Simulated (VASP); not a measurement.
Data:

```xyz
4
Lattice="1.6588 -2.8732 0.0000 1.6588 2.8732 0.0000 0.0000 0.0000 5.3170" Properties=species:S:1:pos:R:3 pbc="T T T"
Zn     1.6588    -0.9577     2.6599
Zn     1.6588     0.9577     0.0014
O      1.6588    -0.9577     4.6881
O      1.6588     0.9577     2.0296
```

Method: revTPSS meta-GGA, VASP's PBE PAW potentials (set 64) (plane waves; VASP). Settings: 520 eV cut-off, 8×8×4 Γ-centred mesh, Gaussian smearing of 0.050 eV, potentials Zn O.

### Question
Give the stress tensor in GPa (positive for a compressed cell).

### Answer

```
-7.26   0.00   0.00
 0.00  -7.26   0.00
 0.00   0.00  -7.09
```
The pressure is its mean diagonal, -7.21 GPa.

The compound is ZnO in the wurtzite structure. This cell is one point of a volume scan, at 1.06 of the reference volume.
